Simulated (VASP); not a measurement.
Calculation: LDA (Ceperley-Alder, Perdew-Zunger), VASP's LDA PAW potentials (set 64) (plane waves; VASP).

VASP input:

INCAR:
```
ALGO = Normal
EDIFF = 1E-6
EDIFFG = -0.02
ENCUT = 500
IBRION = 2
ISIF = 3
ISMEAR = 0
LASPH = .True.
LCHARG = .False.
LMAXMIX = 4
LREAL = .False.
LWAVE = .False.
NELM = 100
NSW = 40
PREC = Accurate
PSTRESS = 100
SIGMA = 0.05
SYSTEM = MgI2
```

### POSCAR
```
MgI2
1.0
  1.8969699553  -3.2856474577   0.0000000000
  1.8969699553   3.2856474577   0.0000000000
  0.0000000000   0.0000000000   6.0934611084
Mg I
1 2
Direct
  1.0000000000   0.0000000000   0.0000000000
  0.3333330000   0.6666670000   0.2714141960
  0.6666670000   0.3333330000   0.7285858040
```

### KPOINTS
```
Automatic mesh
0
Gamma
7 7 4
0 0 0
```

POTCAR, in this order: Mg I (LDA.64 set). Program: vasp_std.

What VASP printed:

**OSZICAR**
```
       N       E                     dE             d eps       ncg     rms          rms(c)
DAV:   1     0.772844282304E+02    0.77284E+02   -0.61780E+03   672   0.105E+03
DAV:   2    -0.339705736998E+01   -0.80681E+02   -0.73848E+02   996   0.160E+02
DAV:   3    -0.866490628716E+01   -0.52678E+01   -0.52440E+01   860   0.478E+01
DAV:   4    -0.874661987756E+01   -0.81714E-01   -0.81694E-01   852   0.744E+00
DAV:   5    -0.874780804807E+01   -0.11882E-02   -0.11881E-02   840   0.851E-01    0.663E+00
DAV:   6    -0.865206226025E+01    0.95746E-01   -0.93314E-02   756   0.175E+00    0.402E+00
DAV:   7    -0.862448009864E+01    0.27582E-01   -0.11051E-01   768   0.190E+00    0.554E-01
DAV:   8    -0.862254335212E+01    0.19367E-02   -0.89001E-03   756   0.606E-01    0.163E-01
DAV:   9    -0.862256137281E+01   -0.18021E-04   -0.19368E-04   828   0.114E-01    0.104E-01
DAV:  10    -0.862256205002E+01   -0.67721E-06   -0.92858E-06   788   0.221E-02
   1 F= -.38816175E+01 E0= -.38816175E+01  d E =-.388162E+01
       N       E                     dE             d eps       ncg     rms          rms(c)
DAV:   1    -0.861928164868E+01    0.32797E-02   -0.29416E-03   752   0.308E-01    0.451E-02
DAV:   2    -0.861922331079E+01    0.58338E-04   -0.10038E-04   764   0.730E-02    0.264E-02
DAV:   3    -0.861919941825E+01    0.23893E-04   -0.46288E-05   812   0.396E-02    0.868E-03
DAV:   4    -0.861919843171E+01    0.98653E-06   -0.29277E-06   716   0.116E-02
   2 F= -.38816450E+01 E0= -.38816450E+01  d E =-.274912E-04
       N       E                     dE             d eps       ncg     rms          rms(c)
DAV:   1    -0.861893486602E+01    0.26455E-03   -0.16606E-05   792   0.232E-02    0.403E-03
DAV:   2    -0.861893443029E+01    0.43573E-06   -0.55349E-07   436   0.545E-03
   3 F= -.38816449E+01 E0= -.38816449E+01  d E =-.273359E-04
```

### OUTCAR
```
------------------------ aborting loop because EDIFF is reached ----------------------------------------
  FORCE on cell =-STRESS in cart. coord.  units (eV):
  Direction    XX          YY          ZZ          XY          YZ          ZX
  --------------------------------------------------------------------------------------
  Total        4.7945912      4.7945882      4.7523925      0.0000000     -0.0000000      0.0000000
  in kB      101.2095866    101.2095230    100.3188098      0.0000000     -0.0000000      0.0000000
  external PRESSURE =       0.9126398 kB  Pullay stress =     100.0000000 kB
  volume of cell :       75.90
      direct lattice vectors                 reciprocal lattice vectors
     1.897372678 -3.286344848  0.000000000     0.263522294 -0.152144715  0.000000000
     1.897372678  3.286344848  0.000000000     0.263522294  0.152144715  0.000000000
    -0.000000000  0.000000000  6.086179282    -0.000000000  0.000000000  0.164306695
 POSITION                                       TOTAL-FORCE (eV/Angst)
 -----------------------------------------------------------------------------------
     -0.00000      0.00000      0.00000        -0.000000      0.000000      0.000000
      1.89737      1.09545      1.65176        -0.000000     -0.000000      0.004086
      1.89737     -1.09545      4.43442         0.000000     -0.000000     -0.004086
 -----------------------------------------------------------------------------------
    total drift:                               -0.000000     -0.000000      0.000000
  FREE ENERGIE OF THE ION-ELECTRON SYSTEM (eV)
  ---------------------------------------------------
  free  energy   TOTEN  =        -8.6189344303 eV

  energy  without entropy=       -8.6189344303  energy(sigma->0) =       -8.61893443
  enthalpy is  TOTEN    =        -3.8816448764 eV   P V=        4.7372895539

 reached required accuracy - stopping structural energy minimisation
```
(Selected blocks of OUTCAR.)

CONTCAR:
```
MgI2
   1.00000000000000
     1.8973726779549316   -3.2863448477495445    0.0000000000000000
     1.8973726779549316    3.2863448477495445    0.0000000000000000
    -0.0000000000000000    0.0000000000000000    6.0861792819693132
  Mg              I
     1     2
Direct
     0.0000000000000000    0.0000000000000000    0.0000000000000000
     0.3333330000000032    0.6666669999999968    0.2713950740132303
     0.6666669999999968    0.3333330000000032    0.7286049259867697
```

File OUTCAR:
```
 val. band max:        5.8614827622   @ k =   0.0000   0.0000   0.0000

 cond. band min:       8.7511668040   @ k =   0.2857   0.2857   0.0000


 Fermi energy:         6.1098698381

 k-point     1 :       0.0000    0.0000    0.0000
  band No.  band energies     occupation
      1      -8.1122      2.00000
      2      -6.6083      2.00000
      3       0.0710      2.00000
      4       4.8944      2.00000
      5       4.8944      2.00000
      6       5.6553      2.00000
      7       5.6553      2.00000
      8       5.8615      2.00000
      9      10.1708      0.00000
     10      10.2601      0.00000
     11      12.5738      0.00000
     12      12.5817      0.00000

 k-point     2 :       0.1429   -0.0000    0.0000
  band No.  band energies     occupation
      1      -7.9293      2.00000
      2      -6.5075      2.00000
      3       0.3100      2.00000
      4       3.6916      2.00000
      5       4.5123      2.00000
      6       4.5910      2.00000
      7       5.5943      2.00000
      8       5.7017      2.00000
      9      10.8285      0.00000
     10      11.0936      0.00000
     11      11.8070      0.00000
     12      12.7165      0.00000

 k-point     3 :       0.2857    0.0000    0.0000
  band No.  band energies     occupation
      1      -7.4358      2.00000
      2      -6.2957      2.00000
      3       0.9814      2.00000
      4       1.8770      2.00000
      5       2.9138      2.00000
      6       3.9080      2.00000
      7       5.0156      2.00000
      8       5.3103      2.00000
      9       9.7573      0.00000
     10      11.0194      0.00000
     11      11.2181      0.00000
     12      12.5040      0.00000

 k-point     4 :       0.4286   -0.0000    0.0000
  band No.  band energies     occupation
      1      -6.8585      2.00000
      2      -6.2229      2.00000
      3       0.7005      2.00000
      4       1.7806      2.00000
      5       1.9718      2.00000
      6       3.5342      2.00000
...
```

Unless said otherwise, spin-orbit coupling is left out, though it shifts the bands of the heavy elements here.

The compound is MgI2 in the 1T layered structure. This run relaxes it under an external pressure of 10 GPa. Symmetry was kept, so distortions that lower it aren't found.
